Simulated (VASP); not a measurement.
Input:

```
CELL_PARAMETERS angstrom
     -2.36021     2.36021     4.75205
      2.36021    -2.36021     4.75205
      2.36021     2.36021    -4.75205
ATOMIC_POSITIONS crystal
  Na 0.75000 0.25000 0.50000
  Na 0.25000 0.75000 0.50000
  Na 0.50000 0.50000 0.00000
  Tl 0.00000 0.00000 0.00000
```

These are LDA (Ceperley-Alder, Perdew-Zunger), VASP's LDA PAW potentials (set 64) (plane waves; VASP) values and carry that method's errors. Settings: 400 eV cut-off, 8×8×8 Γ-centred mesh, first-order Methfessel-Paxton smearing of 0.10 eV, potentials Na_pv Tl_d.

Unless said otherwise, spin-orbit coupling is left out, though it shifts the bands of the heavy elements here.

Problem. Predict the energy per atom (σ→0), band gap (on the k-mesh) with the smallest direct gap where there is one.

Solution. 
```
Property                                                    Result
------------------------  ----------------------------------------
band gap (on the k-mesh)  none (metal, semimetal or under 0.01 eV)
energy per atom (σ→0)                               -1.923 eV/atom
```

Total energies compare only between runs with the same potentials, cut-off and functional.

The structure comes from a computed database's Na3Tl entry (I4/mmm); how it stands against other phases isn't given here. It was relaxed first, which changed the volume by -10 %. The start is the result of an earlier pass.
